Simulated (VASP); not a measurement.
```
CELL_PARAMETERS angstrom
      2.84461     0.00000     0.00000
      0.00000     2.84461     0.00000
      0.00000     0.00000     2.84461
ATOMIC_POSITIONS crystal
  Ga 0.50000 0.50000 0.50000
  Co 0.00000 0.00000 0.00000
```

All values below come from r2SCAN meta-GGA, VASP's PBE PAW potentials (set 64) (plane waves; VASP). Numerical set-up: 520 eV cut-off, 14×14×14 Γ-centred mesh, tetrahedra with Blöchl corrections, potentials Ga_d Co.

Give the energies of bands 6 to 14 at the high-symmetry points, in eV from the Fermi level.

```tsv
band	Γ	X	M	R
6	-13.07	-8.55	-6.50	-4.64
7	-2.83	-7.57	-3.59	-4.64
8	-2.83	-2.57	-3.59	-4.64
9	-1.01	-2.10	-2.73	-0.23
10	-1.01	-2.10	-1.54	-0.23
11	-1.01	-1.01	-1.54	1.19
12	5.54	0.11	-0.27	3.89
13	5.54	11.43	2.41	3.89
14	5.54	11.43	3.41	3.89
```

It has no gap at this level: it comes out as a metal or semimetal.

The compound is CoGa in the CsCl type structure. It was relaxed first. The run is not spin-polarised, so no magnetic state was tried.
